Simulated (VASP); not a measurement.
# Vibrations of TaAs: a test of the settings

Aim: test the modes of TaAs against the numerical settings. The starting structure is a computed structure from the Materials Project.

Program: VASP 6.6.1. Level of theory: Kohn-Sham DFT with plane waves and PAW; LDA. Results are calculated unless marked as measured.

## (1) Starting point

It takes space group I4_1md (No. 109, tetragonal). Conventional cell: a = 3.444 Å, b = 3.444 Å, c = 11.736 Å, α = 90.00°, β = 90.00°, γ = 90.00°. Nearest to Ta lie 6 As at 2.61 to 2.62 Å. Nearest to As lie 6 Ta at 2.61 to 2.62 Å. Farther neighbours are not listed.

## (2) Reference modes

The cell comes from a relaxation at this level, not shown (67.12 Å³).

File INCAR:

```
SYSTEM = TaAs
PREC = Accurate
ENCUT = 450
EDIFF = 1E-08
NELM = 100
ISMEAR = 0
SIGMA = 0.05
LREAL = .FALSE.
ALGO = Normal
GGA = CA
NBANDS = 22
LASPH = .TRUE.
LORBIT = 11
LWAVE = .FALSE.
LCHARG = .FALSE.
KPAR = 8
IBRION = 8
ISIF = 2
```

File POSCAR:

```
TaAs
1.0
    0.0000000000     -3.4107368266      0.0000000000
   -3.4107368266      0.0000000000      0.0000000000
    1.7053684133     -1.7053684133     -5.7694265368
Ta As
2 2
Direct
    0.5003035622      0.4996964378      0.9993928757
    0.2503035622      0.2496964378      0.4993928757
    0.0822958578      0.9177041422      0.8354082843
    0.8322958578      0.6677041422      0.3354082843
```

File KPOINTS:

```
Automatic mesh
0
Gamma
10 10 10
0 0 0
```

PAW data sets: Ta_pv and As (LDA family, release 64).

The run is started by

```console
$ mpirun -np 8 vasp_std
```

What it wrote:

```text
[banner, memory and clock lines left out]
running    8 mpi-ranks, on    1 nodes
 distrk:  each k-point on    1 cores,    8 groups
 distr:  one band on    1 cores,    1 groups

 POSCAR found type information on POSCAR TaAs
 POSCAR found :  2 types and       4 ions
|                                                                             |
|           W    W    AA    RRRRR   N    N  II  N    N   GGGG   !!!           |
|           W    W   A  A   R    R  NN   N  II  NN   N  G    G  !!!           |
|           W    W  A    A  R    R  N N  N  II  N N  N  G       !!!           |
|           W WW W  AAAAAA  RRRRR   N  N N  II  N  N N  G  GGG   !            |
|           WW  WW  A    A  R   R   N   NN  II  N   NN  G    G                |
|           W    W  A    A  R    R  N    N  II  N    N   GGGG   !!!           |
|                                                                             |
|     For optimal performance we recommend to set                             |
|       NCORE = 2 up to number-of-cores-per-socket                            |
|     NCORE specifies how many cores store one orbital (NPAR=cpu/NCORE).      |
|     This setting can greatly improve the performance of VASP for DFT.       |
|     The default, NCORE=1 might be grossly inefficient on modern             |
|     multi-core architectures or massively parallel machines. Do your        |
|     Unfortunately you need to use the default for GW and RPA                |
|     calculations (for HF NCORE is supported but not extensively tested      |
|     yet).                                                                   |
|                                                                             |

 LDA part: xc-table for (Slater(with rela. corr.)+CA(PZ))
 , standard interpolation
 POSCAR, INCAR and KPOINTS ok, starting setup
 FFT: planning ... GRIDC
 FFT: planning ... GRID_SOFT
 FFT: planning ... GRID
 WAVECAR not read
 entering main loop
       N       E                     dE             d eps       ncg     rms          rms(c)
DAV:   1     0.220462114393E+03    0.22046E+03   -0.15470E+04  4496   0.126E+03
DAV:   2    -0.312073413040E+02   -0.25167E+03   -0.24180E+03  5262   0.349E+02
DAV:   3    -0.405738447613E+02   -0.93665E+01   -0.91251E+01  5732   0.610E+01
DAV:   4    -0.407282706922E+02   -0.15443E+00   -0.15370E+00  5534   0.748E+00
DAV:   5    -0.407314488897E+02   -0.31782E-02   -0.31753E-02  5704   0.859E-01    0.225E+01
DAV:   6    -0.390872814280E+02    0.16442E+01   -0.48567E+00  5440   0.134E+01    0.965E+00
DAV:   7    -0.389699883782E+02    0.11729E+00   -0.44034E-01  6262   0.415E+00    0.262E+00
DAV:   8    -0.389497367847E+02    0.20252E-01   -0.40861E-02  5612   0.995E-01    0.270E-01
DAV:   9    -0.389493594093E+02    0.37738E-03   -0.33734E-03  5734   0.304E-01    0.114E-01
DAV:  10    -0.389492784730E+02    0.80936E-04   -0.39331E-04  5452   0.157E-01    0.210E-02
DAV:  11    -0.389492777758E+02    0.69723E-06   -0.26527E-05  6022   0.276E-02    0.133E-02
DAV:  12    -0.389492760625E+02    0.17133E-05   -0.82595E-06  5494   0.202E-02    0.109E-03
DAV:  13    -0.389492760615E+02    0.97862E-09   -0.33412E-07  5662   0.377E-03    0.819E-04
DAV:  14    -0.389492760585E+02    0.30045E-08   -0.23139E-08  4638   0.110E-03
   1 F= -.38949276E+02 E0= -.38948914E+02  d E =-.724526E-03
 Linear response reoptimize wavefunctions to high precision
DAV:   1    -0.389492760582E+02    0.34015E-09   -0.25839E-09  3804   0.422E-04
DAV:   2    -0.389492760582E+02   -0.59117E-11   -0.26946E-10  3156   0.127E-04
 Linear response DOF=           6
 Linear response progress:
  Degree of freedom:   1/  6
       N       E                     dE             d eps       ncg     rms          rms(c)
RMM:   1    -0.142673639728E+00   -0.14267E+00    0.13046E+01 12611   0.241E+01
RMM:   2    -0.174961254742E+00   -0.32288E-01   -0.42190E-02 18938   0.146E+00    0.120E-01
RMM:   3    -0.174727244639E+00    0.23401E-03   -0.42378E-03 23383   0.271E-01    0.651E-02
RMM:   4    -0.174340120000E+00    0.38712E-03   -0.45884E-04 25568   0.104E-01    0.236E-02
RMM:   5    -0.174213001758E+00    0.12712E-03   -0.50570E-05 26002   0.268E-02    0.771E-03
RMM:   6    -0.174172631376E+00    0.40370E-04   -0.18818E-05 25518   0.103E-02    0.969E-04
RMM:   7    -0.174171034180E+00    0.15972E-05   -0.12785E-05 27596   0.409E-03    0.514E-04
RMM:   8    -0.174172560182E+00   -0.15260E-05   -0.72040E-06 26513   0.183E-03    0.280E-04
RMM:   9    -0.174173933585E+00   -0.13734E-05   -0.45951E-06 25618   0.105E-03    0.771E-05
RMM:  10    -0.174174063337E+00   -0.12975E-06   -0.25373E-06 25360   0.635E-04    0.394E-05
RMM:  11    -0.174174476175E+00   -0.41284E-06   -0.15904E-06 24618   0.429E-04    0.228E-05
RMM:  12    -0.174174308170E+00    0.16800E-06   -0.94162E-07 24483   0.271E-04    0.888E-06
RMM:  13    -0.174174319290E+00   -0.11119E-07   -0.59761E-07 28253   0.176E-04    0.109E-05
RMM:  14    -0.174174244759E+00    0.74531E-07   -0.37012E-07 24402   0.137E-04    0.217E-05
RMM:  15    -0.174174443600E+00   -0.19884E-06   -0.23400E-07 22786   0.126E-04    0.331E-06
RMM:  16    -0.174174450346E+00   -0.67466E-08   -0.14555E-07 27807   0.796E-05    0.324E-06
RMM:  17    -0.174174444393E+00    0.59534E-08   -0.89255E-08 25338   0.607E-05    0.454E-06
 first order change of Fermi-energy  -0.29496E-04
[...]
first order change of Fermi-energy  -0.45340E-04
 force on displaced ion       1 direction 2 :  -0.000 -17.074   0.001
 Linear response progress:
  Degree of freedom:   3/  6
       N       E                     dE             d eps       ncg     rms          rms(c)
RMM:   1    -0.167284630640E+00   -0.16728E+00    0.13593E+01  7638   0.247E+01
RMM:   2    -0.201511170674E+00   -0.34227E-01   -0.46550E-02 11539   0.153E+00    0.121E-01
RMM:   3    -0.201295746111E+00    0.21542E-03   -0.62754E-03 14086   0.299E-01    0.716E-02
RMM:   4    -0.201072502673E+00    0.22324E-03   -0.55381E-04 15043   0.109E-01    0.450E-02
RMM:   5    -0.200846115435E+00    0.22639E-03   -0.18274E-04 14525   0.586E-02    0.190E-02
RMM:   6    -0.200774960115E+00    0.71155E-04   -0.26072E-05 15033   0.203E-02    0.955E-03
RMM:   7    -0.200712495909E+00    0.62464E-04   -0.46410E-06 15676   0.127E-02    0.217E-03
RMM:   8    -0.200708977983E+00    0.35179E-05   -0.38913E-06 14232   0.559E-03    0.582E-04
RMM:   9    -0.200708172602E+00    0.80538E-06    0.12189E-06 15722   0.213E-03    0.308E-04
RMM:  10    -0.200708130571E+00    0.42031E-07    0.10987E-06 15415   0.107E-03    0.113E-04
RMM:  11    -0.200708573056E+00   -0.44249E-06    0.64236E-07 16434   0.521E-04    0.377E-05
RMM:  12    -0.200708729350E+00   -0.15629E-06    0.16840E-07 15346   0.314E-04    0.183E-05
RMM:  13    -0.200708859625E+00   -0.13028E-06    0.29734E-07 16069   0.193E-04    0.557E-06
RMM:  14    -0.200708880765E+00   -0.21140E-07    0.98838E-08 16427   0.126E-04    0.349E-06
RMM:  15    -0.200708898966E+00   -0.18201E-07    0.86209E-08 15714   0.899E-05    0.267E-06
RMM:  16    -0.200708908162E+00   -0.91962E-08    0.61797E-08 16203   0.684E-05    0.294E-06
 first order change of Fermi-energy   0.83377E-01
 force on displaced ion       1 direction 3 :  -0.000   0.000 -16.107
 Linear response progress:
  Degree of freedom:   4/  6
       N       E                     dE             d eps       ncg     rms          rms(c)
RMM:   1    -0.450589744788E-01   -0.45059E-01    0.66424E-02 27198   0.122E+00
RMM:   2    -0.448629317280E-01    0.19604E-03   -0.29756E-03 21136   0.245E-01    0.133E-01
RMM:   3    -0.449141790818E-01   -0.51247E-04   -0.58393E-04 21115   0.109E-01    0.716E-02
RMM:   4    -0.452314053886E-01   -0.31723E-03   -0.27955E-04 22183   0.752E-02    0.187E-02
RMM:   5    -0.452305050471E-01    0.90034E-06   -0.21497E-05 22441   0.239E-02    0.474E-03
RMM:   6    -0.452437824288E-01   -0.13277E-04   -0.21841E-06 22199   0.793E-03    0.295E-03
RMM:   7    -0.452376016979E-01    0.61807E-05    0.53814E-07 22894   0.260E-03    0.943E-04
RMM:   8    -0.452375471784E-01    0.54519E-07    0.18685E-07 23305   0.846E-04    0.616E-04
RMM:   9    -0.452370841579E-01    0.46302E-06    0.23375E-07 23589   0.364E-04    0.114E-04
RMM:  10    -0.452368068511E-01    0.27731E-06    0.12014E-07 23705   0.119E-04    0.706E-05
RMM:  11    -0.452367854867E-01    0.21364E-07   -0.28617E-09 23851   0.444E-05    0.402E-05
RMM:  12    -0.452367917042E-01   -0.62175E-08    0.21241E-09 24541   0.225E-05    0.127E-05
 first order change of Fermi-energy   0.22903E-04
 force on displaced ion       3 direction 1 : -14.854  -0.000  -0.000
 Linear response progress:
  Degree of freedom:   5/  6
       N       E                     dE             d eps       ncg     rms          rms(c)
RMM:   1    -0.439295274651E-01   -0.43930E-01    0.55284E-02 27662   0.112E+00
RMM:   2    -0.431701391222E-01    0.75939E-03   -0.24997E-03 21347   0.217E-01    0.898E-02
RMM:   3    -0.432561237909E-01   -0.85985E-04   -0.28184E-04 21232   0.749E-02    0.506E-02
RMM:   4    -0.434479642422E-01   -0.19184E-03   -0.11561E-04 21859   0.494E-02    0.118E-02
RMM:   5    -0.434525142410E-01   -0.45500E-05   -0.12876E-05 22162   0.164E-02    0.288E-03
RMM:   6    -0.434561297500E-01   -0.36155E-05   -0.14417E-06 22593   0.497E-03    0.177E-03
RMM:   7    -0.434530451728E-01    0.30846E-05   -0.10843E-07 23369   0.177E-03    0.328E-04
RMM:   8    -0.434539896010E-01   -0.94443E-06    0.26914E-08 23163   0.576E-04    0.286E-04
RMM:   9    -0.434541185832E-01   -0.12898E-06    0.63203E-08 23373   0.224E-04    0.188E-04
RMM:  10    -0.434540633290E-01    0.55254E-07    0.17407E-08 22950   0.111E-04    0.366E-05
RMM:  11    -0.434539152098E-01    0.14812E-06   -0.72785E-09 24454   0.535E-05    0.310E-05
RMM:  12    -0.434539333630E-01   -0.18153E-07   -0.79514E-09 24546   0.218E-05    0.729E-06
RMM:  13    -0.434539436302E-01   -0.10267E-07   -0.42906E-09 22404   0.138E-05    0.580E-06
RMM:  14    -0.434539467484E-01   -0.31182E-08   -0.31658E-09 19662   0.120E-05    0.419E-07
 first order change of Fermi-energy   0.94315E-06
 force on displaced ion       3 direction 2 :  -0.000 -10.963   0.000
 Linear response progress:
  Degree of freedom:   6/  6
       N       E                     dE             d eps       ncg     rms          rms(c)
RMM:   1    -0.570949893998E-01   -0.57095E-01    0.96293E-02 18341   0.121E+00
RMM:   2    -0.568327817336E-01    0.26221E-03   -0.32115E-03 12737   0.277E-01    0.197E-01
RMM:   3    -0.567857253278E-01    0.47056E-04   -0.10378E-03 13319   0.159E-01    0.155E-01
RMM:   4    -0.567264482709E-01    0.59277E-04   -0.26337E-04 12657   0.721E-02    0.959E-02
RMM:   5    -0.568208937607E-01   -0.94445E-04   -0.46296E-05 13527   0.335E-02    0.505E-03
RMM:   6    -0.568131325176E-01    0.77612E-05   -0.33529E-06 13055   0.925E-03    0.256E-03
RMM:   7    -0.568093582319E-01    0.37743E-05   -0.29664E-07 14368   0.368E-03    0.892E-04
RMM:   8    -0.568095983720E-01   -0.24014E-06   -0.22558E-09 14042   0.106E-03    0.354E-04
RMM:   9    -0.568095073044E-01    0.91068E-07    0.18151E-07 13757   0.414E-04    0.686E-05
RMM:  10    -0.568096401375E-01   -0.13283E-06    0.12948E-07 13770   0.140E-04    0.437E-05
RMM:  11    -0.568096543151E-01   -0.14178E-07    0.92893E-08 14253   0.644E-05    0.720E-06
RMM:  12    -0.568096515273E-01    0.27878E-08    0.10878E-07 15269   0.287E-05    0.393E-06
RMM:  13    -0.568096477302E-01    0.37971E-08    0.10812E-07 14391   0.156E-05    0.109E-06
RMM:  14    -0.568096468307E-01    0.89952E-09    0.12600E-07 11913   0.124E-05    0.257E-07
RMM:  15    -0.568096469544E-01   -0.12371E-09    0.11124E-07  8745   0.113E-05    0.122E-07
RMM:  16    -0.568096467935E-01    0.16089E-09    0.12710E-07  7876   0.111E-05    0.193E-08
 first order change of Fermi-energy  -0.84559E-01
 force on displaced ion       3 direction 3 :   0.000  -0.000 -15.674
 Linear response finished
```

Wall time 2.6 min (8 MPI ranks of Intel Xeon 6975P-C (Granite Rapids), shared host); peak memory 5.8 GiB; 21 min of CPU time.

Lines that name or quote the potential files are left out of all logs, and their timing lines are given in words.

(Continued in part 2 of 3.)

[Lines on the potential files, build, host, timing and source positions are cut from VASP's logs without a mark.]

[Logs are printed without paths, hosts, clocks, repeated set-up lines and the standing remarks that a program may print on its own settings, such as how far it seeks lower states.]

[Hosts, paths, dates, database ids (printed as entryN), source tags and the programs' standing remarks are cut or masked in the printed files.]
